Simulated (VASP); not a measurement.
Data:

```
CsSnI3
1.0
    6.17630     0.00000     0.00000
    0.00000     6.17630     0.00000
    0.00000     0.00000     6.17630
Cs Sn I
1 1 3
Direct
  0.00000   0.00000   0.00000
  0.50000   0.50000   0.50000
  0.50000   0.00000   0.50000
  0.00000   0.50000   0.50000
  0.50000   0.50000   0.00000
```

Computed with vdW-DF-cx, VASP's PBE PAW potentials (set 64) (plane waves; VASP). Numerical set-up: 520 eV cut-off, Gaussian smearing of 0.050 eV, potentials Cs_sv Sn_d I.

Unless said otherwise, spin-orbit coupling is left out, though it shifts the bands of the heavy elements here.

**Question.** Give the energies of bands 13 to 25 at the high-symmetry points, in eV from the valence-band maximum.

**Answer.** 
```tsv
band	Γ	X	M	R
13	-6.33	-7.24	-7.97	-8.66
14	-4.82	-4.71	-4.54	-3.37
15	-4.82	-4.71	-3.55	-3.37
16	-4.82	-3.17	-2.79	-3.37
17	-2.41	-2.65	-2.79	-2.56
18	-2.41	-2.65	-2.73	-2.56
19	-2.41	-2.58	-2.73	-1.78
20	-2.23	-2.37	-2.57	-1.78
21	-2.23	-2.37	-1.80	-1.78
22	-2.23	-1.60	-0.80	0.00
23	2.18	1.03	0.71	0.26
24	3.06	3.76	0.71	0.26
25	3.06	3.89	3.97	0.26
```

The gap is direct, 0.26 eV, from the valence maximum at R to the conduction minimum at R.

The compound is CsSnI3 in the cubic perovskite structure, the ideal cubic form; the compound distorts at low or room temperature. It was relaxed first.
